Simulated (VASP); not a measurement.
An input for Quantum ESPRESSO's pw.x (written as the equivalent of a VASP run, and not itself run):

```
&CONTROL
  calculation = 'vc-relax'
  pseudo_dir = './pseudo'
  outdir = './out'
  tprnfor = .true.
  tstress = .true.
  nstep = 40
  forc_conv_thr = 0.00078
/
&SYSTEM
  ibrav = 0
  nat = 2
  ntyp = 2
  ecutwfc = 84
  occupations = 'smearing'
  smearing = 'methfessel-paxton'
  degauss = 0.00735
  input_dft = 'pbesol'
/
&ELECTRONS
  conv_thr = 7.3e-08
  electron_maxstep = 100
/
&IONS
/
&CELL
  press = 50
/
ATOMIC_SPECIES
  Hg 200.592 Hg.upf
  O 15.999 O.upf
CELL_PARAMETERS angstrom
     2.9717533    0.0000000    0.0000000
     0.0000000    2.9717533    0.0000000
     0.0000000    0.0000000    2.9717533
ATOMIC_POSITIONS crystal
  Hg   0.0000000  0.0000000  0.0000000
  O    0.5000000  0.5000000  0.5000000
K_POINTS automatic
  12 12 12 0 0 0
```

Write the VASP files for the same calculation (PBEsol).

This is not unique; one that fits is 
POSCAR:
```
HgO
1
    2.9717533458     0.0000000000     0.0000000000
    0.0000000000     2.9717533458     0.0000000000
    0.0000000000     0.0000000000     2.9717533458
Hg O
1 1
Direct
  0.0000000000   0.0000000000   0.0000000000
  0.5000000000   0.5000000000   0.5000000000
```

### KPOINTS
```
Automatic mesh
0
Gamma
12 12 12
0 0 0
```

### INCAR
```
PREC=Accurate
ISMEAR=1   # Methfessel-Paxton
LASPH=.TRUE.
ALGO=Normal   # blocked Davidson
NELM=100
LMAXMIX=6
EDIFFG=-0.02
GGA=PS   # PBEsol
SYSTEM=HgO
EDIFF=1E-6   # SCF stop (eV)
SIGMA=0.1
LREAL=.FALSE.
NSW=40
ENCUT=620
ISIF=3   # ions, shape and volume
LWAVE=.FALSE.
IBRION=2
PSTRESS=50   # kbar
LCHARG=.FALSE.
```

POTCAR, in this order: Hg O (PBE.64 set). Program: vasp_std.

What does not carry over: the potentials are each code's own (VASP's PAW set, PseudoDojo norm-conserving files in pw.x), so ENCUT and ecutwfc are chosen apart and not converted; conv_thr bounds pw.x's estimated SCF error, while EDIFF bounds the energy change between steps; forc_conv_thr acts on force components and is met together with etot_conv_thr.

The structure was generated: HgO was put into the CsCl type type (Pm-3m), which need not be its known phase. This run relaxes it under an external pressure of 5 GPa. Symmetry was kept, so distortions that lower it aren't found.
